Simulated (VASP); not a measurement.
VASP runs on AgBr (space group Fm-3m) share one base input (PBE GGA, plane waves, VASP's PBE PAW potentials (set 64)) and change the settings named in each case.

### KPOINTS
```
K-points
0
G
 10 10 10
0 0 0
```

POSCAR:
```
AgBr
4.0800060
  0.0000000000   0.7071068033   0.7071068033
  0.7071068033   0.0000000000   0.7071068033
  0.7071068033   0.7071068033   0.0000000000
Ag Br
1 1
Cart
  0.0000000000   0.0000000000   0.0000000000
  0.7071068033   0.7071068033   0.7071068033
```

### INCAR
```
SYSTEM = AgBr
PREC = Accurate
ENCUT = 300
EDIFF = 1E-6
NELM = 100
ALGO = Normal
LREAL = .FALSE.
LASPH = .TRUE.
ISMEAR = -1
SIGMA = 0.05
GGA = PE
LMAXMIX = 4
LWAVE = .FALSE.
LCHARG = .FALSE.
ISIF = 2
```

POTCAR, in this order: Ag Br (PBE.64 set). Program: vasp_std.

```
change                                                                                                              E(σ→0) (eV/atom)  pressure (GPa)  gap on the mesh (eV)
------------------------------------------------------------------------------------------------------------------  ----------------  --------------  --------------------
base run                                                                                                                     -2.4982            1.41                  0.66
GGA removed, POTCAR Ag Br (LDA.64 set)                                                                                       -3.1726      (withheld)            (withheld)
GGA_COMPAT = .FALSE., LNONCOLLINEAR = .TRUE., LSORBIT = .TRUE., MAGMOM = 0.0 0.0 0.0 0.0 0.0 0.0, program vasp_ncl           -2.5221            1.42                  0.58
KPOINTS 6×6×6 Γ-centred mesh                                                                                                 -2.4976            1.43                  0.66
```

Question: Some entries are withheld; supply them.

Answer: 
- GGA removed, POTCAR Ag Br (LDA.64 set), pressure (GPa): -4.86
- GGA removed, POTCAR Ag Br (LDA.64 set), gap on the mesh (eV): 0.40

Energies of different potentials or functionals have different zeros.  At 300 eV the pressure can carry a Pulay error.

Left out are runs that ran out of time, are held back, or changed the cell or the kind of run, fixed moments of cells without a moment, rows past the twelfth, gaps on odd meshes, pressures of charged cells and columns that move by less than the noise.

The structure is a typed AgBr crystal (Fm-3m). The cell was not relaxed at this level.
